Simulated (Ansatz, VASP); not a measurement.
# One calculation of MgAl6N8 (a cell with a defect), two programs

```
Al N Mg
1.0
    -3.11000   -5.38668    0.00000
     4.66500   -2.69334    0.00000
     0.00000    0.00000    4.98000
Al N Mg
6 8 1
Cartesian
  1.6567 -4.4606 -0.0160
  -0.1727 -1.6499 0.1936
  3.1194 -3.5856 2.4864
  3.1331 -1.8344 0.0043
  1.5468 -0.9749 2.4810
  1.4925 -6.2781 2.4738
  1.7064 -4.5590 1.7941
  0.7105 -2.9631 4.3005
  -0.0223 -1.7257 1.9277
  3.1827 -3.5802 4.3285
  3.0766 -1.8203 1.8361
  1.3994 -1.7237 4.2621
  -1.6732 -4.5904 2.3789
  1.0383 -5.9672 4.2231
  0.0208 -3.6647 2.4647
```

Alike in both runs: functional PBE; k mesh 2 × 2 × 2; occupations fermi-dirac, width 0.05 eV; no spin polarisation.

Ansatz relaxed the structure, and its values are those at the end. VASP's run is a single point on that final structure, the one shown.

|  | VASP | Ansatz |
| --- | --- | --- |
| version | VASP 6.6.1 | Ansatz 0.2.0 |
| potentials or method | VASP PAW PBE potentials, release 64 (Al, N, Mg) | scalar-relativistic, plane waves, PAW |
| plane-wave cutoff (eV) | 520 | 420 |
| valence electrons in the cell | 60 | 68 |

```tsv
	VASP	Ansatz	Ansatz less VASP
rms of the force components (eV/Å)	0.027	0.006	-0.0211
```

The two sets of potentials don't hold the same shells in valence.

Caveats: the k mesh is coarse (spacing up to 0.63 Å⁻¹), so the values aren't converged.
